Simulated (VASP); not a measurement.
Input of a VASP 6.6.1 run:

Contents of INCAR:

```
SYSTEM = CSO
  ALGO = Normal
  EDIFF = 1E-6
  ENCUT = 520
  GGA = PE
  ISIF = 2
  ISMEAR = -1
  IVDW = 12
  LASPH = .True.
  LCHARG = .True.
  LELF = .True.
  LREAL = Auto
  LVHAR = .True.
  LWAVE = .False.
  NBANDS = 101
  NELM = 100
  PREC = Accurate
  SIGMA = 0.05
```

Contents of KPOINTS:

```
k-points
0
Gamma
  1 1 1
  0 0 0
```

POSCAR

```
CSO
1.0
    9.3977960000      0.0000000000      0.0000000000
    0.0000000000      9.3977960000      0.0000000000
    0.0000000000      0.0000000000      9.3977960000
O C S
10 10 10
Direct
    0.8036671577      0.7597845282      0.6274981921
    0.5030647611      0.3922941081      0.7738835787
    0.2766393312      0.8427933528      0.2192428948
    1.1862781444      0.8263001240      0.8320142297
    0.6852564154      0.4934880476      0.4412736774
    0.4193642850      0.0801570922      0.7770013310
    1.0318696001      0.0262082727      0.4016260834
    0.1662517467      0.4065102073      0.8534128640
    0.1241248480      0.1696461596      0.6657092791
    0.1036945258      0.6864694658      0.5104069082
    0.7405459748      0.8560411399      0.5760499589
    0.5417014798      0.4889657107      0.8494225667
    0.3623509172      0.7866099668      0.2961332636
    1.0701126094      0.8707679971      0.8557325569
    0.7610827049      0.4537766089      0.5293049562
    0.4974677041      0.0821682020      0.8724066792
    0.9789422967      0.1073975217      0.3268638732
    0.2039733572      0.4198537615      0.9707808086
    0.2091979864      0.2106451342      0.5813916369
    0.0377322513      0.6677523113      0.4047331949
    0.6715617151      0.9844329458      0.4911683548
    0.5692611331      0.6258701508      0.9355917068
    0.4507014198      0.6965037334      0.4041798737
    0.9377198654      0.9548089786      0.9173853103
    0.8460919986      0.3894530164      0.6523870065
    0.5935114999      0.0929260435      1.0072042424
    0.8944756834      0.2037711821      0.2221903944
    0.2544852006      0.4312713321      1.1306693612
    0.3081254371      0.2914406740      0.4707380326
   -0.0286875774      0.6260723259      0.2671158216
```

Potentials or basis: VASP PAW PBE potentials, release 64 (O, C, S).

Launch:

```bash
$ cat potpaw_PBE.64/O/POTCAR potpaw_PBE.64/C/POTCAR potpaw_PBE.64/S/POTCAR > POTCAR
$ mpirun -np 1 vasp_gam > vasp.out
```

Problem. Predict the dispersion energy per atom.

Solution. -0.079 eV.

Problem. Estimate the band gap on the k mesh.

Solution. 4.34 eV, direct.

Problem. Predict the largest force.

Solution. 4.430 eV/Å.

Problem. Estimate the pressure.

Solution. 0.1 GPa.

Forces on the atoms (eV/Å):
```
O   -0.797  0.680 -0.071
O    1.137  1.678  1.712
O    1.928 -0.619  1.117
O   -1.569 -0.026 -0.280
O   -1.249  0.930 -1.985
O   -0.676 -0.274 -1.185
O    1.294 -1.464  1.490
O   -0.309  0.109 -0.761
O    1.302  0.027 -1.078
O   -0.500  0.329 -0.176
C    0.501  0.319 -0.752
C   -1.574 -1.921 -2.173
C   -2.143  0.319 -0.856
C    1.330  0.727  0.980
C    0.227 -0.768  1.058
C    0.405  0.293  1.097
C   -1.311  0.892 -1.437
C    0.526 -0.065  1.594
C   -0.749  0.884  0.339
C    2.479  0.437  3.645
S    0.330 -0.784  0.926
S    0.471  0.394  0.503
S    0.026  0.302 -0.435
S    0.308 -0.755 -0.665
S    1.133 -0.451  0.950
S    0.231 -0.126  0.150
S   -0.016  0.528 -0.178
S   -0.183 -0.040 -0.877
S   -0.499 -0.895  0.770
S   -2.052 -0.663 -3.423
```

Caveat: the standard files for N, O and F lose accuracy on very short bonds. A hybrid or GW would open this gap; PBE tends to underestimate it.
